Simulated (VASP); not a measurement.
Input:

```
CELL_PARAMETERS angstrom
     -2.86366     2.86366     1.36079
      2.86366    -2.86366     1.36079
      2.86366     2.86366    -1.36079
ATOMIC_POSITIONS crystal
  Se 0.75000 0.25000 0.50000
  Se 0.00000 0.00000 0.00000
```

Level of theory: r2SCAN meta-GGA, VASP's PBE PAW potentials (set 64) (plane waves; VASP 6.6.1). Numerical set-up: 400 eV cut-off, 13×13×13 Γ-centred mesh, first-order Methfessel-Paxton smearing of 0.10 eV, potentials Se.

Q: Estimate the energy per atom (σ→0), band gap (on the k-mesh) with the smallest direct gap where there is one.

A: 
```json
{
  "band gap (on the k-mesh)": "none (metal, semimetal or under 0.01 eV)",
  "energy per atom (σ→0)": "-13.819 eV/atom"
}
```

Total energies compare only between runs with the same potentials, cut-off and functional.

The structure was generated: Se was put into the beta-Sn type (I4_1/amd), which need not be its known phase. It was relaxed first. The start is the result of an earlier pass.
